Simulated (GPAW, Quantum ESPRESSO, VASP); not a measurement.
# One structure in several programs: Tl3VSe4 (I-43m, 8 atoms in the cell)

Self-consistent single point, at a second geometry (lattice scaled by 0.98). First geometry:

```yaml
crystal:
  lattice:
    - [-3.91937, 3.91937, 3.91937]
    - [3.91937, -3.91937, 3.91937]
    - [3.91937, 3.91937, -3.91937]
  atoms:
    - { symbol: V, position: [0.00000, 0.00000, 0.00000] }
    - { symbol: Tl, position: [0.50000, 0.50000, 0.00000] }
    - { symbol: Tl, position: [0.00000, 0.50000, 0.50000] }
    - { symbol: Tl, position: [0.50000, 0.00000, 0.50000] }
    - { symbol: Se, position: [0.66378, 0.66378, 0.66378] }
    - { symbol: Se, position: [0.33622, 0.00000, 0.00000] }
    - { symbol: Se, position: [0.00000, 0.00000, 0.33622] }
    - { symbol: Se, position: [0.00000, 0.33622, 0.00000] }
```

Shared settings, as Quantum ESPRESSO writes them: occupations = smearing; smearing = fd; degauss = 0.000734986 Ry; K_POINTS = automatic 3 3 3 0 0 0. Potentials and cutoffs stand in the table.

```
code                                                                               model  ΔF from the first geometry (meV/atom)  pressure (GPa)  largest force (eV/Å)  gap on the mesh (eV)  cutoff
----------------  ----------------------------------------------------------------------  -------------------------------------  --------------  --------------------  --------------------  ------
VASP                                        LDA (PZ), VASP's LDA PAW potentials (set 64)                                  -22.2           -0.99                 0.489                 1.898  300 eV
Quantum ESPRESSO  LDA (PW92), PseudoDojo standard norm-conserving (LDA) pseudopotentials                                  -23.7           -0.86                 0.457                 1.909   90 Ry
GPAW                       LDA (Perdew-Wang 92), GPAW PAW datasets LDA (gpaw-data 1.0.1)                                  -25.2           -1.02                 0.425                 1.891  800 eV
```

Gaps are read on the mesh.

On VASP's run: spin-orbit coupling is off.

The spread over the programs that give each value: ΔF from the first geometry within 3.0 meV/atom; pressure within 0.16 GPa; largest force within 0.064 eV/Å; gap on the mesh within 0.018 eV.

The same LDA comes in different parametrisations, which differ slightly.

VASP's run is marked for a possible Pulay error in its stress at this cutoff; no cutoff test was made.

The starting cell comes from a database of computed structures (which also holds hypothetical and non-ambient phases and stackings), without a prior relaxation at this level. For this run, on top of that: lattice scaled by 0.98.

Left out of this page: Ansatz, CP2K, Elk and SIESTA (not drawn, or without a comparable value).
